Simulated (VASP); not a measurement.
CdSe (zinc blende), at 0.96 of the tabulated volume:

```yaml
crystal:
  lattice:
    - [0.00000, 2.98412, 2.98412]
    - [2.98412, 0.00000, 2.98412]
    - [2.98412, 2.98412, 0.00000]
  atoms:
    - { symbol: Cd, position: [0.00000, 0.00000, 0.00000] }
    - { symbol: Se, position: [0.25000, 0.25000, 0.25000] }
```

The lowest empty band near Γ, direction [100], from mBJ (TB09) with spin-orbit coupling in VASP (PAW); its two spin partners are averaged. The gap over the points computed is 1.94 eV, and the next band on that side lies 4.43 eV away at the edge.

Run with 400 eV cut-off, 9×9×9 Γ-centred mesh, Gaussian smearing of 0.050 eV, potentials Cd Se.

```csv
distance from the edge in k (1/Å),distance in energy (meV)
0.012,3.2
0.018,7.3
0.025,14.1
0.035,27.4
0.050,55.2
0.070,105.8
```

Question: Fit E(1 + αE) = ħ²k²/2m* (ħ²/2m0 = 3.810 eV Å²) and predict the row at 0.095 1/Å.

Answer: Least squares on the energies gives the electron mass m* = 0.168 m0 and α = 0.46 per eV, and so 188.0 meV. The run gave 187.9 meV, -0.1 meV from the fit.

Left out are points under 3 meV from the edge, since the levels carry 0.1 meV, and points farther than half the way to the next band.

The compound is CdSe in the zinc blende structure, whereas wurtzite is the usual form. The cell was not relaxed at this level.
